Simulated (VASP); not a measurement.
# SiC (Moissanite 3C): exact exchange and RPA correlation, part 6 of 7

How do cheaper functionals compare with the RPA for SiC (Moissanite 3C), and at what cost? The scan starts from a database cell, scaled to the smallest volume of the series. The cell is of the zinc-blende type, one of the forms listed for this formula. The start is a cell from a database of measured crystal structures.

VASP 6.6.1, plane waves and PAW; the level of theory is named at each step.

So far. Step 28 (Orbitals for comparison: HSE06, volume ratio 1.03): The run ends at a pressure of -2.91 GPa. Step 29 (Comparison: HSE06, volume ratio 1.03): Its energy is -8.7086 eV an atom, on a zero of its own.

### 30. Orbitals, volume ratio 1.06

This step: PBE; plane waves and PAW (Si_GW, C_GW) (VASP 6.6.1).

The same chain follows at a volume ratio of 1.06.

Input file INCAR:

```
SYSTEM = SiC
PREC = Accurate
ENCUT = 560
EDIFF = 1E-08
NELM = 100
ISMEAR = 0
SIGMA = 0.05
LREAL = .FALSE.
ALGO = Normal
GGA = PE
NBANDS = 10
LORBIT = 11
LWAVE = .TRUE.
LCHARG = .FALSE.
KPAR = 8
```

Input file POSCAR:

```
SiC
1.0
    0.0000000000      2.2217363401      2.2217363401
    2.2217363401      0.0000000000      2.2217363401
    2.2217363401      2.2217363401      0.0000000000
Si C
1 1
Direct
    0.0000000000      0.0000000000      0.0000000000
    0.7500000000      0.7500000000      0.7500000000
```

Input file KPOINTS:

```
Automatic mesh
0
Gamma
6 6 6
0 0 0
```

PAW data sets: Si_GW and C_GW (PBE family, release 64).

Run with:

```
$ mpirun -np 8 vasp_std
```

The program printed:

```text
[... set-up lines as in an earlier step ...]
 entering main loop
       N       E                     dE             d eps       ncg     rms          rms(c)
DAV:   1     0.491724564224E+01    0.49172E+01   -0.47241E+03   378   0.858E+02
DAV:   2    -0.161625792492E+02   -0.21080E+02   -0.19836E+02   482   0.149E+02
DAV:   3    -0.167378236851E+02   -0.57524E+00   -0.57318E+00   382   0.181E+01
DAV:   4    -0.167495162732E+02   -0.11693E-01   -0.11687E-01   442   0.306E+00
[...]
DAV:  11    -0.150277025810E+02   -0.11365E-05   -0.30372E-05   428   0.434E-02    0.309E-03
DAV:  12    -0.150277030661E+02   -0.48511E-06   -0.11603E-06   426   0.111E-02    0.527E-04
DAV:  13    -0.150277030683E+02   -0.21944E-08   -0.36379E-08   418   0.161E-03
   1 F= -.15027703E+02 E0= -.15027703E+02  d E =-.139700E-13
 writing wavefunctions
```

The job ended after 2.8 s (8 MPI ranks of Intel Xeon Platinum 8124M at 3.00GHz (Skylake/Cascade Lake), shared host; peak memory 1.1 GiB).

From OUTCAR (step 30):

```text
  Total       -1.1493940     -1.1493940     -1.1493940      0.0000000     -0.0000000      0.0000000
  in kB      -83.9599065    -83.9599065    -83.9599065      0.0000000     -0.0000000      0.0000000
  external PRESSURE =     -83.9599065 kB  Pullay stress =       0.0000000 kB

 POSITION                                       TOTAL-FORCE (eV/Angst)
 -----------------------------------------------------------------------------------
      0.00000      0.00000      0.00000         0.000000      0.000000      0.000000
      3.33260      3.33260      3.33260        -0.000000     -0.000000     -0.000000
 -----------------------------------------------------------------------------------
    total drift:                                0.000000      0.000000      0.000000

  FREE ENERGIE OF THE ION-ELECTRON SYSTEM (eV)
  ---------------------------------------------------
  free  energy   TOTEN  =       -15.0277030683 eV

  energy  without entropy=      -15.0277030683  energy(sigma->0) =      -15.02770307

[... 1 part as in an earlier step ...]

[... 2 further parts left out ...]
[key lines of the parts left out:]
E-fermi :   7.3978
```

The run ends at a pressure of -8.40 GPa.

### 31. Exact exchange, volume ratio 1.06

This step: Hartree-Fock energy on PBE orbitals; plane waves and PAW (Si_GW, C_GW) (VASP 6.6.1).

Exact exchange at this point.

Input file INCAR:

```
SYSTEM = SiC
PREC = Accurate
ENCUT = 560
ISMEAR = 0
SIGMA = 0.05
LREAL = .FALSE.
GGA = PE
NBANDS = 10
ALGO = Eigenval
NELM = 1
LHFCALC = .TRUE.
AEXX = 1
ALDAC = 0
AGGAC = 0
PRECFOCK = Normal
LWAVE = .FALSE.
LCHARG = .FALSE.
```

POSCAR is that of step 30.

KPOINTS is that of step 30.

The run starts from files that an earlier step left in the folder.

Run with:

```
$ mpirun -np 8 vasp_std
```

The program printed:

```text
[... set-up lines as in an earlier step ...]
 entering main loop
       N       E                     dE             d eps       ncg     rms          rms(c)
EIG:   1    -0.250800781843E+02   -0.25080E+02    0.00000E+00     0   0.000E+00
   1 F= -.25080078E+02 E0= -.25080078E+02  d E =-.946196E-12
```

Wall time 32 s (8 MPI ranks); peak memory 0.86 GiB; 3.3 min of CPU time.

Parts of OUTCAR (step 31):

```text
 POSITION                                       TOTAL-FORCE (eV/Angst)
 -----------------------------------------------------------------------------------
      0.00000      0.00000      0.00000         0.000000      0.000000      0.000000
      3.33260      3.33260      3.33260        -0.000000     -0.000000     -0.000000
 -----------------------------------------------------------------------------------
    total drift:                               -0.000000      0.000000     -0.000000

  FREE ENERGIE OF THE ION-ELECTRON SYSTEM (eV)
  ---------------------------------------------------
  free  energy   TOTEN  =       -25.0800781843 eV

  energy  without entropy=      -25.0800781843  energy(sigma->0) =      -25.08007818

[... 2 parts as in an earlier step ...]

[... 1 further part left out ...]
[key lines of the parts left out:]
E-fermi :   7.3753
```

The Hartree-Fock energy on these orbitals is -12.5400 eV an atom.

### 32. Empty bands, volume ratio 1.06

This step: PBE; plane waves and PAW (Si_GW, C_GW) (VASP 6.6.1).

The empty bands are made again, for the run that follows.

Input file INCAR:

```
SYSTEM = SiC
PREC = Accurate
ENCUT = 560
ISMEAR = 0
SIGMA = 0.05
LREAL = .FALSE.
GGA = PE
NBANDS = 680
ALGO = Exact
NELM = 1
LWAVE = .TRUE.
LCHARG = .FALSE.
LOPTICS = .TRUE.
NEDOS = 1000
CSHIFT = 0.1
```

POSCAR is that of step 31.

KPOINTS is that of step 31.

Run with:

```
$ mpirun -np 8 vasp_std
```

The program printed:

```text
[banner, memory and clock lines left out]
running    8 mpi-ranks, on    1 nodes
[...]
[... a notice as in an earlier step ...]

 LDA part: xc-table for (Slater+PW92), standard interpolation
 found WAVECAR, reading the header
  number of bands has changed, file:    10 present:   680
  trying to continue reading WAVECAR, but it might fail
 POSCAR, INCAR and KPOINTS ok, starting setup
[...]
reading WAVECAR
 random initialization beyond band           10
 the WAVECAR file was read successfully
 initial charge from wavefunction
 entering main loop
       N       E                     dE             d eps       ncg     rms          rms(c)
DIA:   1    -0.150277030620E+02   -0.15028E+02    0.00000E+00     0   0.000E+00
   1 F= -.15027703E+02 E0= -.15027703E+02  d E =-.588991E-36
 writing wavefunctions
 optical routines
 imaginary and real dielectric function
 recalculating local potential from charge density
 direction            1
 direction            2
 direction            3
```

It took 5.8 s on 8 MPI ranks; peak memory 1.1 GiB.

OUTCAR, selected parts (step 32):

```text
  Total       -1.1496271     -1.1496271     -1.1496271      0.0000000      0.0000000      0.0000000
  in kB      -83.9769377    -83.9769377    -83.9769377      0.0000000      0.0000000      0.0000000
  external PRESSURE =     -83.9769377 kB  Pullay stress =       0.0000000 kB

 POSITION                                       TOTAL-FORCE (eV/Angst)
 -----------------------------------------------------------------------------------
      0.00000      0.00000      0.00000        -0.000000     -0.000000     -0.000000
      3.33260      3.33260      3.33260         0.000000      0.000000      0.000000
 -----------------------------------------------------------------------------------
    total drift:                                0.000000      0.000000      0.000000

  FREE ENERGIE OF THE ION-ELECTRON SYSTEM (eV)
  ---------------------------------------------------
  free  energy   TOTEN  =       -15.0277030620 eV

  energy  without entropy=      -15.0277030620  energy(sigma->0) =      -15.02770306

[... 1 part as in an earlier step ...]

[... 2 further parts left out ...]
[key lines of the parts left out:]
E-fermi :   7.5873
```

WAVECAR now holds 680 bands for 8 electrons.

### 33. RPA correlation, volume ratio 1.06

This step: RPA correlation on PBE orbitals; plane waves and PAW (Si_GW, C_GW) (VASP 6.6.1).

RPA correlation at this point.

Input file INCAR:

```
SYSTEM = SiC
PREC = Accurate
ENCUT = 560
ISMEAR = 0
SIGMA = 0.05
LREAL = .FALSE.
GGA = PE
NBANDS = 680
ALGO = ACFDT
ENCUTGW = 200
NOMEGA = 12
PRECFOCK = Fast
LWAVE = .FALSE.
LCHARG = .FALSE.
```

POSCAR is that of step 32.

KPOINTS is that of step 32.

Run with:

```
$ mpirun -np 8 vasp_std
```

The program printed:

```text
[banner, memory and clock lines left out]
running    8 mpi-ranks, on    1 nodes
[...]
[... a notice as in an earlier step ...]

 LDA part: xc-table for (Slater+PW92), standard interpolation
 found WAVECAR, reading the header
 POSCAR, INCAR and KPOINTS ok, starting setup
[...]
reading WAVECAR
 the WAVECAR file was read successfully
 initial charge from wavefunction
 available memory per node:     13.20 GB, setting MAXMEM to     13517

 The Fermi energy was updated, please check that it is located mid-gap
 values below the HOMO (VB) or above the LUMO (CB) will cause erroneous energies
 E-fermi :   7.8549

 the WAVEDER file was read successfully
 set NWRITE>2 for more details about minimax calculation
 number of imaginary grid points requested:      12
 number of distinct grids requested:  1
 quadrature errors minimized for energies in [ 0.140E+01, 0.563E+03 ]
 bosonic grid (T=0, re) determined with error: 0.1150E-06
 bosonic grid (re): 0.1150E-06
[...]
NQ=  10    0.3333    0.3333    0.0000,
|.........|.........|.........|.........
 performed      69660000 updates of chi_q(r,r)
 total number of BLAS operations      11166.14 Gflops
NQ=  11    0.5000    0.3333    0.0000,
|.........|.........|.........|.........
 performed      76626000 updates of chi_q(r,r)
 total number of BLAS operations      12243.01 Gflops
NQ=  12   -0.3333    0.3333    0.0000,
|.........|.........|.........|.........
 performed      83592000 updates of chi_q(r,r)
 total number of BLAS operations      13366.87 Gflops
NQ=  13    0.5000    0.5000    0.0000,
|.........|.........|.........|.........
 performed      90558000 updates of chi_q(r,r)
 total number of BLAS operations      14620.92 Gflops
NQ=  14    0.5000    0.3333    0.1667,
|.........|.........|.........|.........
 performed      97524000 updates of chi_q(r,r)
 total number of BLAS operations      15760.66 Gflops
NQ=  15   -0.3333    0.3333    0.1667,
|.........|.........|.........|.........
 performed     104490000 updates of chi_q(r,r)
 total number of BLAS operations      16853.08 Gflops
NQ=  16   -0.3333    0.5000    0.1667,
|.........|.........|.........|.........
 performed     111456000 updates of chi_q(r,r)
 total number of BLAS operations      17883.96 Gflops
 entering main loop
```

It took 2.3 min on 8 MPI ranks; peak memory 2.9 GiB; 15 min of CPU time.

From OUTCAR (step 33):

```text
      cutoff energy     smooth cutoff   RPA   correlation   Hartree contr. to MP2
---------------------------------------------------------------------------------
            200.000           160.000      -12.2992890441      -19.7762432829
            190.476           152.381      -12.2377181925      -19.7091531929
            181.406           145.125      -12.1712087876      -19.6361293132
            172.768           138.214      -12.1003507523      -19.5576997210
            164.541           131.632      -12.0240529552      -19.4725002445
            156.705           125.364      -11.9430211590      -19.3811748998
            149.243           119.394      -11.8563642309      -19.2825317773
            142.136           113.709      -11.7640041930      -19.1763840748
  linear regression

[... 2 parts as in an earlier step ...]

[... 2 further parts left out ...]
[key lines of the parts left out:]
E-fermi :   7.8549
```

Extrapolated by the program to an infinite response cutoff, the correlation energy is -6.5492 eV an atom, -7 meV against the point before. With exact exchange the total is -19.0893 eV an atom.

### 34. Comparison: r2SCAN, volume ratio 1.06

This step: r2SCAN; plane waves and PAW (Si_GW, C_GW) (VASP 6.6.1).

The comparison at this point.

Input file INCAR:

```
SYSTEM = SiC
PREC = Accurate
ENCUT = 560
EDIFF = 1E-06
NELM = 100
ISMEAR = 0
SIGMA = 0.05
LREAL = .FALSE.
ALGO = Normal
METAGGA = R2SCAN
LASPH = .TRUE.
NBANDS = 10
LWAVE = .FALSE.
LCHARG = .FALSE.
KPAR = 8
```

POSCAR is that of step 33.

KPOINTS is that of step 33.

Run with:

```
$ mpirun -np 8 vasp_std
```

The program printed:

```text
[... set-up lines as in an earlier step ...]
 entering main loop
       N       E                     dE             d eps       ncg     rms          rms(c)
DAV:   1    -0.522697443288E+00   -0.52270E+00   -0.48891E+03   378   0.888E+02
DAV:   2    -0.221079017122E+02   -0.21585E+02   -0.20315E+02   482   0.153E+02
DAV:   3    -0.226958329177E+02   -0.58793E+00   -0.58585E+00   382   0.185E+01
DAV:   4    -0.227076309509E+02   -0.11798E-01   -0.11793E-01   442   0.315E+00
[...]
DAV:   9    -0.192775215245E+02   -0.57031E-04   -0.45384E-04   418   0.194E-01    0.398E-02
DAV:  10    -0.192775762884E+02   -0.54764E-04   -0.82613E-05   410   0.103E-01    0.442E-03
DAV:  11    -0.192775767935E+02   -0.50512E-06   -0.21035E-06   424   0.125E-02
   1 F= -.19277577E+02 E0= -.19277577E+02  d E =-.336678E-19
```

Wall time 6.6 s (8 MPI ranks); peak memory 1.1 GiB.

OUTCAR, selected parts (step 34):

```text
  Total       -1.6729087     -1.6729087     -1.6729087      0.0000000     -0.0000000      0.0000000
  in kB     -122.2011424   -122.2011424   -122.2011424      0.0000000     -0.0000000      0.0000000
  external PRESSURE =    -122.2011424 kB  Pullay stress =       0.0000000 kB

 POSITION                                       TOTAL-FORCE (eV/Angst)
 -----------------------------------------------------------------------------------
      0.00000      0.00000      0.00000        -0.000000     -0.000000     -0.000000
      3.33260      3.33260      3.33260         0.000000      0.000000      0.000000
 -----------------------------------------------------------------------------------
    total drift:                                0.000001      0.000001      0.000001

  FREE ENERGIE OF THE ION-ELECTRON SYSTEM (eV)
  ---------------------------------------------------
  free  energy   TOTEN  =       -19.2775767935 eV

  energy  without entropy=      -19.2775767935  energy(sigma->0) =      -19.27757679

[... 2 parts as in an earlier step ...]

[... 1 further part left out ...]
[key lines of the parts left out:]
E-fermi :   7.3292
```

Its energy is -9.6388 eV an atom, on a zero of its own.

### 35. Orbitals for comparison: HSE06, volume ratio 1.06

This step: PBE; plane waves and PAW (Si_GW, C_GW) (VASP 6.6.1).

Starting orbitals, as before.

Input file INCAR:

```
SYSTEM = SiC
PREC = Accurate
ENCUT = 560
EDIFF = 1E-05
NELM = 100
ISMEAR = 0
SIGMA = 0.05
LREAL = .FALSE.
ALGO = Normal
GGA = PE
NBANDS = 10
LORBIT = 11
LWAVE = .TRUE.
LCHARG = .FALSE.
KPAR = 8
```

POSCAR is that of step 34.

KPOINTS is that of step 34.

Run with:

```
$ mpirun -np 8 vasp_std
```

The program printed:

```text
[... set-up lines as in an earlier step ...]
 entering main loop
       N       E                     dE             d eps       ncg     rms          rms(c)
[... 10 cycles as in an earlier step ...]
DAV:  11    -0.150277025707E+02   -0.11262E-05   -0.30269E-05   376   0.434E-02
   1 F= -.15027703E+02 E0= -.15027703E+02  d E =-.129333E-13
 writing wavefunctions
```

Wall time 1.8 s (8 MPI ranks); peak memory 1.1 GiB; 9.5 s of CPU time.

[end of part 6 of 7]

[Lines on the potential files, build, host, timing and source positions are cut from VASP's logs without a mark.]

[Logs are printed without paths, hosts, clocks, repeated set-up lines and the standing remarks that a program may print on its own settings, such as how far it seeks lower states.]

[Hosts, paths, dates, database ids (printed as entryN), source tags and the programs' standing remarks are cut or masked in the printed files.]

[Pressures printed for these runs are not shown converged in the cutoff: they can be off by several GPa and have the wrong sign.]
